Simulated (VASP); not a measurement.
Calculation: vdW-DF-cx, VASP's PBE PAW potentials (set 64) (plane waves; VASP).

Input for VASP

File KPOINTS:
```
Automatic
0
gamma
  8 8 8
```

### POSCAR
```
Pt3Ti
1
    3.9479817784     0.0000000000     0.0000000000
    0.0000000000     3.9479817784     0.0000000000
    0.0000000000     0.0000000000     3.9479817784
Ti Pt
1 3
Direct
  0.0000000000   0.0000000000   0.0000000000
  0.0000000000   0.5000000000   0.5000000000
  0.5000000000   0.0000000000   0.5000000000
  0.5000000000   0.5000000000   0.0000000000
```

**INCAR**
```
AGGAC=0.0
ALGO=Normal
EDIFF=1E-7
ENCUT=520
GGA=CX
ISIF=2
ISMEAR=1
LASPH=.TRUE.
LCHARG=.FALSE.
LMAXMIX=6
LREAL=.FALSE.
LUSE_VDW=.TRUE.
LWAVE=.FALSE.
NELM=100
PREC=Accurate
SIGMA=0.1
SYSTEM=Pt3Ti
```

POTCAR, in this order: Ti_sv Pt (PBE.64 set). Program: vasp_std.

What VASP printed:

OSZICAR:
```
       N       E                     dE             d eps       ncg     rms          rms(c)
DAV:   1     0.389070513863E+03    0.38907E+03   -0.21352E+04  1750   0.180E+03
DAV:   2     0.877036237133E+01   -0.38030E+03   -0.37312E+03  1925   0.449E+02
DAV:   3    -0.231447270917E+02   -0.31915E+02   -0.30740E+02  2617   0.110E+02
DAV:   4    -0.240725461109E+02   -0.92782E+00   -0.92310E+00  2077   0.199E+01
DAV:   5    -0.241024817929E+02   -0.29936E-01   -0.29894E-01  2591   0.350E+00    0.210E+01
DAV:   6    -0.221751877359E+02    0.19273E+01   -0.24173E+01  2493   0.340E+01    0.144E+01
DAV:   7    -0.216631034210E+02    0.51208E+00   -0.33143E+01  2481   0.340E+01    0.981E+00
DAV:   8    -0.208742264315E+02    0.78888E+00   -0.16605E+00  2428   0.993E+00    0.451E+00
DAV:   9    -0.207531532716E+02    0.12107E+00   -0.21319E+00  2601   0.786E+00    0.222E+00
DAV:  10    -0.207036956040E+02    0.49458E-01   -0.30471E-01  2490   0.386E+00    0.336E-01
DAV:  11    -0.207051938327E+02   -0.14982E-02   -0.40875E-03  2271   0.513E-01    0.420E-01
DAV:  12    -0.207036757643E+02    0.15181E-02   -0.13668E-02  2596   0.659E-01    0.110E-01
DAV:  13    -0.207036185196E+02    0.57245E-04   -0.23742E-04  2191   0.105E-01    0.612E-02
DAV:  14    -0.207036230334E+02   -0.45138E-05   -0.44700E-05  2230   0.512E-02    0.593E-02
DAV:  15    -0.207035915073E+02    0.31526E-04   -0.15608E-04  2606   0.786E-02    0.894E-03
DAV:  16    -0.207035920485E+02   -0.54115E-06   -0.28765E-06  2293   0.109E-02    0.625E-03
DAV:  17    -0.207035921026E+02   -0.54095E-07   -0.56673E-07  1695   0.585E-03
   1 F= -.20703592E+02 E0= -.20703461E+02  d E =-.393519E-03
```

### OUTCAR
```
------------------------ aborting loop because EDIFF is reached ----------------------------------------
  FORCE on cell =-STRESS in cart. coord.  units (eV):
  Direction    XX          YY          ZZ          XY          YZ          ZX
  --------------------------------------------------------------------------------------
  Total       -2.7458747     -2.7458747     -2.7458747     -0.0000000      0.0000000      0.0000000
  in kB      -71.4933890    -71.4933890    -71.4933890     -0.0000000      0.0000000      0.0000000
  external PRESSURE =     -71.4933890 kB  Pullay stress =       0.0000000 kB
  volume of cell :       61.54
      direct lattice vectors                 reciprocal lattice vectors
     3.947981778  0.000000000  0.000000000     0.253293976  0.000000000  0.000000000
     0.000000000  3.947981778  0.000000000     0.000000000  0.253293976  0.000000000
     0.000000000  0.000000000  3.947981778     0.000000000  0.000000000  0.253293976
 POSITION                                       TOTAL-FORCE (eV/Angst)
 -----------------------------------------------------------------------------------
      0.00000      0.00000      0.00000         0.000000      0.000000      0.000000
      0.00000      1.97399      1.97399         0.000000      0.000000      0.000000
      1.97399      0.00000      1.97399         0.000000      0.000000      0.000000
      1.97399      1.97399      0.00000         0.000000      0.000000      0.000000
 -----------------------------------------------------------------------------------
    total drift:                                0.000000      0.000000     -0.000000
  FREE ENERGIE OF THE ION-ELECTRON SYSTEM (eV)
  ---------------------------------------------------
  free  energy   TOTEN  =       -20.7035921026 eV

  energy  without entropy=      -20.7031985839  energy(sigma->0) =      -20.70346093
```
(Selected blocks of OUTCAR.)

OUTCAR:
```
 val. band max:       11.0664195833   @ k =   0.5000   0.0000   0.0000

 cond. band min:      11.0900132380   @ k =   0.3750   0.0000   0.0000


 Fermi energy:        11.0835241994

 k-point     1 :       0.0000    0.0000    0.0000
  band No.  band energies     occupation
      1     -46.9651      2.00000
      2     -23.3036      2.00000
      3     -23.3036      2.00000
      4     -23.3036      2.00000
      5       1.1911      2.00000
      6       4.0325      2.00000
      7       4.3578      2.00000
      8       4.3578      2.00000
      9       4.6676      2.00000
     10       4.6676      2.00000
     11       4.6676      2.00000
     12       7.6066      2.00000
     13       7.6066      2.00000
     14       7.6066      2.00000
     15       9.4373      2.00000
     16       9.4373      2.00000
     17      10.5239      2.00000
     18      11.0631      1.33849
     19      11.0631      1.33849
     20      11.0631      1.33848
     21      12.3504     -0.00000
     22      12.3504     -0.00000
     23      12.6529     -0.00000
     24      12.6529     -0.00000
     25      12.6529     -0.00000

 k-point     2 :       0.1250    0.0000    0.0000
  band No.  band energies     occupation
      1     -46.9649      2.00000
      2     -23.3070      2.00000
      3     -23.3041      2.00000
      4     -23.3041      2.00000
      5       1.3904      2.00000
      6       4.1561      2.00000
      7       4.4258      2.00000
      8       4.5232      2.00000
      9       4.7398      2.00000
     10       4.7878      2.00000
     11       4.7878      2.00000
     12       7.4891      2.00000
     13       7.6650      2.00000
     14       7.6650      2.00000
     15       9.2706      2.00000
     16       9.4618      2.00000
     17      10.2946      2.00000
     18      10.2946      2.00000
     19      10.3471      2.00000
     20      11.0635      1.33105
     21      11.5501     -0.00000
     22      12.1988     -0.00000
     23      12.1988     -0.00000
...
```

Unless said otherwise, spin-orbit coupling is left out, though it shifts the bands of the heavy elements here.

The compound is Pt3Ti in the L1_2 structure. This cell is one point of a volume scan, at 1.03 of the reference volume.
